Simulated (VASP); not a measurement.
The system is Mg2CdS3.

```
Mg Cd S
1.0
    -1.90000    1.90000    8.05000
     1.90000   -1.90000    8.05000
     1.90000    1.90000   -8.05000
Mg Cd S
2 1 3
Direct
  0.33333 0.33333 0.00000
  0.66667 0.66667 0.00000
  0.00000 0.00000 0.00000
  0.16667 0.16667 0.00000
  0.83333 0.83333 0.00000
  0.50000 0.50000 0.00000
```

The cell was built by a generator and needn't be a form met in nature.

- Program: VASP 6.6.1
- Task: relaxation of cell and atoms
- Functional: PBE
- Potentials or basis: VASP PAW PBE potentials, release 64 (Mg, Cd, S)
- Cutoff: 520 eV
- k mesh: 5 × 5 × 5
- Occupations: gaussian, width 0.15 eV
- Spin: no spin polarisation

At the start: pressure -1.4 GPa; volume 19.37 Å³/atom.

Problem. How do energy, volume and symmetry change on relaxing?

Solution. Over 5 steps the energy falls by 6.2 meV/atom and the volume is 18.87 Å³/atom (-2.6 %); space group I4/mmm (No. 139, to 0.05 Å).

The path:
```csv
step,energy change (eV),largest force (eV/Å),pressure (GPa),volume (Å³)
1,0.0000,0.4622,-1.40,116.24
2,-0.0266,0.3227,0.19,113.42
3,-0.0221,0.1993,1.59,111.42
4,-0.0273,0.2622,0.85,112.65
5,-0.0373,0.0783,0.44,113.20
```

Final structure:
```yaml
crystal:
  lattice:
    - [-1.88248, 1.88248, 7.98608]
    - [1.88248, -1.88248, 7.98608]
    - [1.88248, 1.88248, -7.98608]
  atoms:
    - { symbol: Mg, position: [0.33311, 0.33311, 0.00000] }
    - { symbol: Mg, position: [0.66689, 0.66689, 0.00000] }
    - { symbol: Cd, position: [0.00000, 0.00000, 0.00000] }
    - { symbol: S, position: [0.16986, 0.16986, 0.00000] }
    - { symbol: S, position: [0.83014, 0.83014, 0.00000] }
    - { symbol: S, position: [0.50000, 0.50000, 0.00000] }
```

Caveat: the k mesh is coarse (spacing up to 0.47 Å⁻¹), so the values aren't converged.
